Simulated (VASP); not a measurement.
Wanted: the native input for a VASP 6.6.1 run.

| Quantity | Value |
| --- | --- |
| Task | electrostatic potential |
| Functional | LDA |
| Potentials or basis | VASP PAW LDA potentials, release 64 (Si) |
| Cutoff | 520 eV |
| k mesh | 6 × 5 × 6 |
| Occupations | gaussian, width 0.02 eV |
| Spin | no spin polarisation |
| Further INCAR settings | ALGO = Fast; EDIFF = 1e-07 |

The structure of Si lies in POSCAR:

```
Si                                      
1.0
    3.8596256218      0.0000000000      0.0000000000
    0.0000000000      5.4583349000      0.0000000000
    0.0000000000      0.0000000000      3.8033392323
  Si            
     4
Direct
     0.0000000000000000    0.9990643850640303    0.0000000000000000
     0.5000000000000000    0.4990643850640304    0.5000000000000000
     0.0000000000000000    0.2509356149359696    0.5000000000000000
     0.5000000000000000    0.7509356149359697    0.0000000000000000
```

These files were run (other wordings do the same):

INCAR

```
SYSTEM = Si
PREC = Accurate
ENCUT = 520
EDIFF = 1E-7
ISMEAR = 0
SIGMA = 0.02
LREAL = .False.
LASPH = .True.
NELM = 80
ALGO = Fast
ISIF = 2
LWAVE = .False.
LCHARG = .True.
GGA = CA
LVHAR = .True.
```

KPOINTS

```
regular mesh
0
Gamma
  6 5 6
  0 0 0
```

Potentials or basis: VASP PAW LDA potentials, release 64 (Si).

Run with:

```console
$ cat potpaw_LDA.64/Si/POTCAR > POTCAR
$ mpirun -np 1 vasp_std > vasp.out
```

Results of the run:

The pressure is -1.5 GPa and the band gap on the k mesh is 0.42 eV.

Caveat: an odd mesh through Γ misses points on the zone boundary, where band edges often lie.

Run time: 26 s on 1 thread of Intel(R) Xeon(R) 6975P-C (Granite Rapids), on a shared host, peak memory 0.16 GiB.
